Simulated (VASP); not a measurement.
Runs of VASP 6.6.1 on AlCo. The cell holds a slab with vacuum, 8 atoms: a = 2.819 Å, b = 2.819 Å, c = 24.868 Å, α = 90.00°, β = 90.00°, γ = 90.00°. 

| task | level | cell | k mesh | smearing | gap on the mesh (eV) | moment (μB) | largest force (eV/Å) | work function (eV) |
| --- | --- | --- | --- | --- | --- | --- | --- | --- |
| single point | PBE | the (1 0 0) slab of AlCo, cut from the database cell, not relaxed | 9 × 9 × 1 | fermi-dirac 0.05 eV | none | (b) | 0.69 | - |
| work function | revPBE | as given | 7 × 7 × 1 | fermi-dirac 0.05 eV | none | 2.16 | 0.70 | 3.82 |
| work function | PBE | the (1 0 0) slab of AlCo, cut from the database cell, not relaxed | 9 × 9 × 1 | gaussian 0.05 eV | none | 2.14 | 0.69 | 3.90 |
| work function | PBEsol | as given | 7 × 7 × 1 | fermi-dirac 0.05 eV | none | (a) | 0.63 | 4.02 |
| work function | RPBE | as given | 7 × 7 × 1 | fermi-dirac 0.05 eV | none | 2.18 | 0.70 | 3.82 |
| work function | PBE | as given | 7 × 7 × 1 | fermi-dirac 0.05 eV | none | 2.05 | 0.68 | 3.91 |

Alike in all rows: potentials or basis VASP PAW PBE potentials, release 64 (Co, Al); spin collinear, ferromagnetic start; cutoff (eV) 520.

Task: Fill in the values left out.

Result: (a) 1.87; (b) 2.08.

Caveats: the PAW data sets were made with another functional, which shifts forces and pressure a little (some runs).

A k mesh can miss the band edges.

A gap of «none» marks a metal or a gap under the smearing width.

Not every run made on this cell is shown here.
